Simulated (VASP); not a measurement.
Output of a VASP run:

**OSZICAR**
```
       N       E                     dE             d eps       ncg     rms          rms(c)
DAV:   1     0.344969878320E+03    0.34497E+03   -0.15754E+04   648   0.138E+03
DAV:   2     0.244338805670E+02   -0.32054E+03   -0.31635E+03   622   0.420E+02
DAV:   3    -0.210974329261E+02   -0.45531E+02   -0.45352E+02  1082   0.137E+02
DAV:   4    -0.253375791677E+02   -0.42401E+01   -0.41944E+01   912   0.342E+01
DAV:   5    -0.257058560401E+02   -0.36828E+00   -0.36788E+00   862   0.816E+00    0.129E+01
DAV:   6    -0.216631140014E+02    0.40427E+01   -0.53763E+01   862   0.464E+01    0.570E+00
DAV:   7    -0.212493355599E+02    0.41378E+00   -0.61774E+00   842   0.179E+01    0.217E+00
DAV:   8    -0.212563374073E+02   -0.70018E-02   -0.22677E-01   840   0.296E+00    0.774E-01
DAV:   9    -0.212636644955E+02   -0.73271E-02   -0.26520E-02   898   0.118E+00    0.319E-01
DAV:  10    -0.212670022055E+02   -0.33377E-02   -0.14781E-02   864   0.416E-01    0.163E-01
DAV:  11    -0.212675123395E+02   -0.51013E-03   -0.16348E-03   938   0.183E-01    0.998E-02
DAV:  12    -0.212680613208E+02   -0.54898E-03   -0.21169E-03   896   0.127E-01    0.512E-02
DAV:  13    -0.212682114793E+02   -0.15016E-03   -0.12311E-03  1002   0.982E-02    0.176E-02
DAV:  14    -0.212682161146E+02   -0.46352E-05   -0.51921E-05   872   0.440E-02    0.653E-03
DAV:  15    -0.212682168777E+02   -0.76315E-06   -0.17388E-05   778   0.164E-02    0.464E-03
DAV:  16    -0.212682175115E+02   -0.63374E-06   -0.47619E-06   530   0.122E-02
   1 F= -.21268218E+02 E0= -.21263133E+02  d E =-.101686E-01
```

### OUTCAR
```
------------------------ aborting loop because EDIFF is reached ----------------------------------------
  FORCE on cell =-STRESS in cart. coord.  units (eV):
  Direction    XX          YY          ZZ          XY          YZ          ZX
  --------------------------------------------------------------------------------------
  Total       -5.9195478     -5.9195476     -5.2445385     -0.0000008     -0.0000000      0.0000000
  in kB      -83.1775701    -83.1775679    -73.6927859     -0.0000111     -0.0000000      0.0000000
  external PRESSURE =     -80.0159746 kB  Pullay stress =       0.0000000 kB
  volume of cell :      114.02
      direct lattice vectors                 reciprocal lattice vectors
     4.315885000  0.000000000  0.000000000     0.231702189  0.133773292  0.000000000
    -2.157942000  3.737666000  0.000000000     0.000000000  0.267546645  0.000000000
     0.000000000  0.000000000  7.068423000     0.000000000  0.000000000  0.141474272
 POSITION                                       TOTAL-FORCE (eV/Angst)
 -----------------------------------------------------------------------------------
      2.15794      1.24589      0.00000        -0.000000      0.000000     -0.230606
     -0.00000      2.49178      3.53421         0.000000     -0.000000     -0.230606
      2.15794      1.24589      4.41918        -0.000000     -0.000000      0.230606
     -0.00000      2.49178      0.88497        -0.000000      0.000000      0.230606
 -----------------------------------------------------------------------------------
    total drift:                                0.000977     -0.000564     -0.000784
  FREE ENERGIE OF THE ION-ELECTRON SYSTEM (eV)
  ---------------------------------------------------
  free  energy   TOTEN  =       -21.2682175115 eV

  energy  without entropy=      -21.2580489190  energy(sigma->0) =      -21.26313322

 total charge

# of ion       s       p       d       tot
------------------------------------------
    1        2.142   6.051   1.830  10.022
    2        2.142   6.051   1.830  10.022
    3        1.428   2.409   0.044   3.882
    4        1.428   2.409   0.044   3.882
--------------------------------------------------
tot          7.140  16.920   3.748  27.808
```
(Selected blocks of OUTCAR.)

**POSCAR**
```
TiSe
1
    4.3158850000     0.0000000000     0.0000000000
   -2.1579420000     3.7376660000     0.0000000000
    0.0000000000     0.0000000000     7.0684230000
Ti Se
2 2
Direct
  0.6666670000   0.3333330000   0.0000000000
  0.3333330000   0.6666670000   0.5000000000
  0.6666670000   0.3333330000   0.6252000000
  0.3333330000   0.6666670000   0.1252000000
```

Question: Reconstruct the remaining input files.

Answer: One answer among several that fit: the input of the run itself, PBE GGA + U (Dudarev), plane waves, VASP's PBE PAW potentials (set 64).

KPOINTS:
```
Automatic mesh
0
gamma
  6 6 3
0 0 0
```

INCAR:
```
! general
SYSTEM     =  TiSe
PREC       =  Accurate
ENCUT      =  400   ! plane-wave cut-off (eV)
LREAL      =  .FALSE.   ! projection in real space or not
LASPH      =  .TRUE.   ! aspherical one-centre terms

! electronic loop
EDIFF      =  1E-6   ! SCF stop (eV)
NELM       =  100
ALGO       =  Normal   ! blocked Davidson
LMAXMIX    =  4

! smearing
ISMEAR     =  0
SIGMA      =  0.05   ! width (eV)

! functional
GGA        =  PE   ! PBE

! DFT+U
LDAU       =  .TRUE.
LDAUTYPE   =  2
LDAUL      =  2 -1
LDAUU      =  2.0 0
LDAUJ      =  0 0
LDAUPRINT  =  1

! ions
ISIF       =  2   ! forces and stress, cell fixed

! output
LWAVE      =  .FALSE.
LCHARG     =  .FALSE.
LORBIT     =  10
```

POTCAR, in this order: Ti_sv Se (PBE.64 set). Program: vasp_std.

The structure was generated: TiSe was put into the wurtzite type (P6_3mc), which need not be its known phase. The cell was not relaxed at this level. The run is one of a series of settings (LDAU = .TRUE., LDAUJ = 0 0, LDAUL = 2 -1, LDAUTYPE = 2, LDAUU = 2.0 0 against the base run), some of them coarse on purpose.
